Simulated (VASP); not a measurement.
Given:

```
Hf31O64
1.0
   10.12538     0.00000     0.00000
    0.00000    10.12538     0.00000
    0.00000     0.00000    10.12538
Hf O
31 64
Direct
  0.50000   0.00000   0.00000
  0.75000   0.25000   0.00000
  0.75000   0.00000   0.25000
  0.00000   0.00000   0.00000
  0.25000   0.25000   0.00000
  0.50000   0.50000   0.00000
  0.75000   0.75000   0.00000
  0.25000   0.00000   0.25000
  0.50000   0.25000   0.25000
  0.75000   0.50000   0.25000
  0.50000   0.00000   0.50000
  0.75000   0.25000   0.50000
  0.75000   0.00000   0.75000
  0.00000   0.50000   0.00000
  0.25000   0.75000   0.00000
  0.00000   0.25000   0.25000
  0.25000   0.50000   0.25000
  0.50000   0.75000   0.25000
  0.00000   0.00000   0.50000
  0.25000   0.25000   0.50000
  0.75000   0.75000   0.50000
  0.25000   0.00000   0.75000
  0.50000   0.25000   0.75000
  0.75000   0.50000   0.75000
  0.00000   0.75000   0.25000
  0.00000   0.50000   0.50000
  0.25000   0.75000   0.50000
  0.00000   0.25000   0.75000
  0.25000   0.50000   0.75000
  0.50000   0.75000   0.75000
  0.00000   0.75000   0.75000
  0.62500   0.12500   0.12500
  0.87500   0.37500   0.37500
  0.87500   0.37500   0.12500
  0.12500   0.62500   0.37500
  0.87500   0.12500   0.37500
  0.12500   0.37500   0.62500
  0.12500   0.12500   0.12500
  0.37360   0.37946   0.37346
  0.37500   0.37500   0.12500
  0.62698   0.62884   0.37165
  0.62500   0.62500   0.12500
  0.87500   0.87500   0.37500
  0.87500   0.87500   0.12500
  0.12500   0.12500   0.37500
  0.37500   0.12500   0.37500
  0.62635   0.37807   0.62668
  0.62214   0.37657   0.37529
  0.87500   0.62500   0.62500
  0.87500   0.62500   0.37500
  0.12500   0.87500   0.62500
  0.62500   0.12500   0.62500
  0.87500   0.37500   0.87500
  0.87500   0.37500   0.62500
  0.12500   0.62500   0.87500
  0.87500   0.12500   0.87500
  0.12500   0.37500   0.12500
  0.12500   0.62500   0.12500
  0.37500   0.87500   0.37500
  0.37500   0.87500   0.12500
  0.62500   0.12500   0.37500
  0.12500   0.37500   0.37500
  0.37107   0.62708   0.62875
  0.37578   0.62362   0.37847
  0.62500   0.87500   0.62500
  0.62500   0.87500   0.37500
  0.87500   0.12500   0.62500
  0.12500   0.12500   0.62500
  0.37500   0.37500   0.87500
  0.37091   0.37322   0.62811
  0.62500   0.62500   0.87500
  0.62909   0.62409   0.62168
  0.87500   0.87500   0.87500
  0.87500   0.87500   0.62500
  0.12500   0.12500   0.87500
  0.37500   0.12500   0.87500
  0.62500   0.37500   0.12500
  0.62500   0.37500   0.87500
  0.87500   0.62500   0.12500
  0.87500   0.62500   0.87500
  0.12500   0.87500   0.12500
  0.12500   0.87500   0.37500
  0.37500   0.12500   0.62500
  0.12500   0.62500   0.62500
  0.37500   0.87500   0.87500
  0.37500   0.87500   0.62500
  0.62500   0.12500   0.87500
  0.12500   0.37500   0.87500
  0.37500   0.62500   0.12500
  0.37500   0.62500   0.87500
  0.62500   0.87500   0.12500
  0.62500   0.87500   0.87500
  0.87500   0.12500   0.12500
  0.12500   0.87500   0.87500
  0.37500   0.12500   0.12500
```
Cell charge +2.

Method: PBE GGA, VASP's PBE PAW potentials (set 64) (plane waves; VASP). Settings: PREC = Normal, LREAL = Auto, ISYM = 0, NELECT = 506.0, EDIFF = 1E-5, 400 eV cut-off, 1×1×1 Γ-centred mesh, Gaussian smearing of 0.050 eV, potentials Hf O.

The cell is charged, with a uniform compensating background. The supercell is sampled at Γ alone, which is coarse: total energies, pressure and levels can be off, energies of defects by several tenths of an eV.

Problem. The ions are relaxed. Which structure does the run end with?

Solution. 
```
Hf31O64
1.0
   10.12538     0.00000     0.00000
    0.00000    10.12538     0.00000
    0.00000     0.00000    10.12538
Hf O
31 64
Cartesian
  5.06255   0.00020  10.12525
  7.58836   2.53624   0.00029
  7.58854   0.00358   2.53499
  0.00002  10.12498   0.00013
  2.53416   2.53767   0.00265
  5.06225   5.06315   0.00035
  7.58881   7.59026   0.00037
  2.53490   0.00209   2.53759
  5.05947   2.58186   2.58023
  7.54732   5.06282   2.57752
  5.06284   0.00055   5.06279
  7.54284   2.58401   5.06291
  7.59044   0.00197   7.58803
 10.12537   5.06346   0.00009
  2.53649   7.59057   0.00107
 10.12421   2.53729   2.53664
  2.57921   5.06581   2.58128
  5.06268   7.54820   2.57814
 10.12492   0.00053   5.06278
  2.57708   2.57841   5.06270
  7.54719   7.54790   5.06245
  2.53535   0.00187   7.58940
  5.06261   2.57819   7.54806
  7.54484   5.06536   7.54610
 10.12518   7.59102   2.53718
 10.12520   5.06314   5.06322
  2.57896   7.54794   5.06311
 10.12274   2.53732   7.59081
  2.57814   5.06270   7.54811
  5.06261   7.54811   7.54741
  0.00056   7.58916   7.58946
  6.33180   1.26564   1.26354
  8.88176   3.80562   3.80275
  8.86179   3.79223   1.26291
  1.24301   6.32182   3.80360
  8.86071   1.26604   3.79359
  1.24043   3.80443   6.32332
  1.26240   1.26536   1.26330
  3.70158   3.70534   3.70530
  3.80404   3.80526   1.24326
  6.42480   6.42542   3.70047
  6.32152   6.32250   1.24016
  8.86160   8.86305   3.79098
  8.86097   8.86197   1.26260
  1.26383   1.26429   3.79174
  3.80335   1.24377   3.80551
  6.41990   3.70548   6.42354
  6.41961   3.70747   3.70430
  8.88313   6.32271   6.32251
  8.88480   6.32273   3.80519
  1.26432   8.86173   6.33479
  6.32080   1.24384   6.32105
  8.86012   3.79372   8.86023
  8.88175   3.80547   6.32041
  1.26338   6.33322   8.86065
  8.86143   1.26467   8.86311
  1.26457   3.79456   1.26614
  1.26430   6.33478   1.26354
  3.80399   8.88508   3.80234
  3.79176   8.86238   1.26244
  6.32064   1.24518   3.80347
  1.24051   3.80386   3.80543
  3.70184   6.42336   6.42524
  3.70518   6.42367   3.70558
  6.32174   8.88527   6.32285
  6.32182   8.88606   3.80507
  8.86019   1.26571   6.33392
  1.26317   1.26467   6.33245
  3.80309   3.80434   8.88480
  3.70144   3.70225   6.42401
  6.32049   6.32187   8.88220
  6.42141   6.42428   6.42061
  8.86242   8.86295   8.86040
  8.86176   8.86249   6.33180
  1.26319   1.26412   8.86119
  3.79201   1.26473   8.86281
  6.32207   3.80496   1.24304
  6.32083   3.80420   8.88445
  8.86154   6.33303   1.26538
  8.86048   6.33403   8.86231
  1.26317   8.86372   1.26583
  1.26436   8.86147   3.79482
  3.80337   1.24199   6.32257
  1.24159   6.32185   6.32059
  3.79314   8.86180   8.85951
  3.80417   8.88414   6.31991
  6.33294   1.26449   8.86056
  1.26290   3.79247   8.86331
  3.80421   6.32229   1.24401
  3.80335   6.32212   8.88587
  6.33232   8.86256   1.26524
  6.33361   8.86194   8.86276
  8.86094   1.26394   1.26437
  1.26427   8.86200   8.86384
  3.79157   1.26539   1.26603
```
Cell charge +2.

Problem. How much energy does the relaxation gain?

Solution. The energy (σ→0) changes by -18.1 meV/atom, in 30 ionic steps.

The cell is a supercell with a defect, built from HfO2 (fluorite, the high-temperature cubic form, which is unstable at 0 K; the monoclinic form is the stable one): vac_Hf, charge +2. The run is not spin-polarised, so no state with unpaired spins was tried.
